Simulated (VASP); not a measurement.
```yaml
crystal:
  lattice:
    - [0.00000, 2.92277, 2.92277]
    - [2.92277, 0.00000, 2.92277]
    - [2.92277, 2.92277, 0.00000]
  atoms:
    - { symbol: Pb, position: [0.00000, 0.00000, 0.00000] }
    - { symbol: S, position: [0.50000, 0.50000, 0.50000] }
```

The numbers are results of LDA (Ceperley-Alder, Perdew-Zunger), VASP's LDA PAW potentials (set 64) (plane waves; VASP), not measurements. Run with 400 eV cut-off, 7×7×7 Γ-centred mesh, Gaussian smearing of 0.050 eV, potentials Pb_d S.

### Question
Predict the energy per atom (σ→0).

### Answer

```
Property                               Result
---------------------  ----------------------
energy per atom (σ→0)  -482.6 kJ/mol of atoms
```

The absolute energy has meaning only against runs of the same code, potentials and settings.

The compound is PbS in the rock salt structure. It was relaxed first. The start is the result of an earlier pass.
